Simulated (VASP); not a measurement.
An input for Quantum ESPRESSO's pw.x (written as the equivalent of a VASP run, and not itself run):

```
&CONTROL
  calculation = 'scf'
  pseudo_dir = './pseudo'
  outdir = './out'
  tprnfor = .true.
  tstress = .true.
/
&SYSTEM
  ibrav = 0
  nat = 2
  ntyp = 2
  ecutwfc = 82
  occupations = 'smearing'
  smearing = 'methfessel-paxton'
  degauss = 0.00735
  input_dft = 'vdw-df-obk8'
/
&ELECTRONS
  conv_thr = 7.3e-08
  electron_maxstep = 100
/
ATOMIC_SPECIES
  Ta 180.948 Ta.upf
  C 12.011 C.upf
CELL_PARAMETERS angstrom
     0.0000000    2.2746000    2.2746000
     2.2746000    0.0000000    2.2746000
     2.2746000    2.2746000    0.0000000
ATOMIC_POSITIONS crystal
  Ta   0.0000000  0.0000000  0.0000000
  C    0.5000000  0.5000000  0.5000000
K_POINTS automatic
  12 12 12 0 0 0
```

Write the VASP files for the same calculation (optB88-vdW).

This is not unique; one that fits is 
### POSCAR
```
TaC
3.216770
  0.0000000000   0.7071068183   0.7071068183
  0.7071068183   0.0000000000   0.7071068183
  0.7071068183   0.7071068183   0.0000000000
Ta C
1 1
Direct
  0.0000000000   0.0000000000   0.0000000000
  0.5000000000   0.5000000000   0.5000000000
```

**KPOINTS**
```
K-points
0
G
  12 12 12
0 0 0
```

INCAR:
```
SYSTEM=TaC
PREC=Accurate; ENCUT=520; LREAL=F
LASPH=T
EDIFF=1E-6; NELM=100; ALGO=Normal
LMAXMIX=6
ISMEAR=1; SIGMA=0.1
GGA=BO; LUSE_VDW=T; AGGAC=0.0
PARAM1=0.1833333333; PARAM2=0.22
ISIF=2
LWAVE=F; LCHARG=F
```

POTCAR, in this order: Ta_pv C (PBE.64 set). Program: vasp_std.

Limits of the translation: the potentials are each code's own (VASP's PAW set, PseudoDojo norm-conserving files in pw.x), so ENCUT and ecutwfc are chosen apart and not converted; conv_thr bounds pw.x's estimated SCF error, while EDIFF bounds the energy change between steps.

The compound is TaC in the rock salt structure. The cell was not relaxed at this level. The run is one of a series of settings (AGGAC = 0.0, GGA = BO, LUSE_VDW = .TRUE., PARAM1 = 0.1833333333, PARAM2 = 0.22 against the base run), some of them coarse on purpose.
